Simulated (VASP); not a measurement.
```xyz
2
Lattice="1.4900 -2.5808 0.0000 1.4900 2.5808 0.0000 0.0000 0.0000 5.6200" Properties=species:S:1:pos:R:3 pbc="T T T"
Cd     1.4900     0.8603     1.4050
Cd     1.4900    -0.8603     4.2150
```

Calculation: RPBE GGA, VASP's PBE PAW potentials (set 64) (plane waves; VASP). Settings: 520 eV cut-off, 13×13×6 Γ-centred mesh, first-order Methfessel-Paxton smearing of 0.10 eV, potentials Cd.

Energy and stress use the plane-wave basis of the starting cell.

**Question.** The ions, cell shape and volume are relaxed. Predict the relaxed structure.

**Answer.** 
```xyz
2
Lattice="1.5546 -2.6927 0.0000 1.5546 2.6927 0.0000 0.0000 0.0000 5.8130" Properties=species:S:1:pos:R:3 pbc="T T T"
Cd     1.5546     0.8976     1.4532
Cd     1.5546    -0.8976     4.3597
```
Space group P6_3/mmc (194), at a tolerance of 0.03 Å.

**Question.** How do energy and volume change from the first to the last step?

**Answer.** The energy (σ→0) changes by -42.9 meV/atom and the volume by +12.6 %, in 11 ionic steps.

```
step  E(σ→0) (eV)  max force (eV/Å)  pressure (GPa)  volume (Å³)
----  -----------  ----------------  --------------  -----------
1         -0.6374             0.000            5.72        43.22
2         -0.7225             0.000            0.24        48.23
3         -0.7227             0.000            0.10        48.51
4         -0.7226             0.000           -0.03        48.62
5         -0.7231             0.000           -0.11        48.71
6         -0.7232             0.000           -0.10        48.77
7         -0.7232             0.000           -0.04        48.74
8         -0.7232             0.000           -0.09        48.75
9         -0.7232             0.000           -0.07        48.75
10        -0.7232             0.000           -0.07        48.74
11        -0.7232             0.000           -0.04        48.67
```

The compound is Cd in the hcp structure. This run relaxes it. Symmetry was kept, so distortions that lower it aren't found.
